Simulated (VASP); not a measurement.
## BaTe (rock salt): computed properties

Level of theory: PBEsol GGA, VASP's PBE PAW potentials (set 64) (plane waves; VASP 6.6.1).

- space group: Fm-3m (225)
- cell: a = b = c = 6.9687 Å, α = β = γ = 90.00°
- volume per atom: 42.30 Å³/atom
- band gap (over mesh and band path): 1.40 eV
- smallest direct gap (over mesh and band path): 1.79 eV
- band-edge character: indirect, Γ to X
- density: 5.20 g/cm³

```xyz
2
Lattice="0.0000 3.4843 3.4843 3.4843 0.0000 3.4843 3.4843 3.4843 0.0000" Properties=species:S:1:pos:R:3 pbc="T T T"
Ba     0.0000     0.0000     0.0000
Te     3.4843     3.4843     3.4843
```

Measured: a 7.007 Å (computed value off by -0.5 %), as given by M J Lucero et al., Journal of Physics Condensed Matter (2012), arXiv:1111.4515. The calculation is for a static lattice, while the measured a holds thermal and zero-point effects, which are part of the difference.  Unless said otherwise, spin-orbit coupling is left out, though it shifts the bands of the heavy elements here.

The compound is BaTe in the rock salt structure. It was relaxed first. Symmetry was kept, so distortions that lower it aren't found.
